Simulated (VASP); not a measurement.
```
CELL_PARAMETERS angstrom
      0.00000     2.27460     2.27460
      2.27460     0.00000     2.27460
      2.27460     2.27460     0.00000
ATOMIC_POSITIONS crystal
  Ta 0.00000 0.00000 0.00000
  C  0.50000 0.50000 0.50000
```

The base run (VASP): PBE GGA, plane waves, VASP's PBE PAW potentials (set 64). Settings: 520 eV cut-off, 12×12×12 Γ-centred mesh, first-order Methfessel-Paxton smearing of 0.10 eV, potentials Ta_pv C.

One setting is varied; ΔE counts from the most expensive setting. The base run took about 10 core-seconds. Costs are core time on shared hosts, one run each; read them as rough ratios.

Pressures at a finite cut-off, here 520 eV, hold a Pulay part, which wasn't tested here.

```csv
setting,cost over the base run,electronic steps,ΔE (meV/atom),pressure (GPa)
KPOINTS 3×3×3 Γ-centred mesh,about 1/5,13,215.1,-10.20
KPOINTS 6×6×6 Γ-centred mesh,about 1/3,13,2.9,-13.90
KPOINTS 1×1×1 Γ-centred mesh,within a factor of 2,82,10014.9,90.87
base run,reference,13,-0.3,-13.74
KPOINTS 13×13×13 Γ-centred mesh,within a factor of 2,13,-4.5,-13.83
KPOINTS 14×14×14 Γ-centred mesh,within a factor of 2,13,0.4,-13.75
KPOINTS 15×15×15 Γ-centred mesh,within a factor of 2,13,0.6,-13.73
KPOINTS 18×18×18 Γ-centred mesh,about 2 times,13,0.0,-13.74
```

Left out are runs that failed, have no time on record or changed the cell.

The compound is TaC in the rock salt structure. The cell was not relaxed at this level.
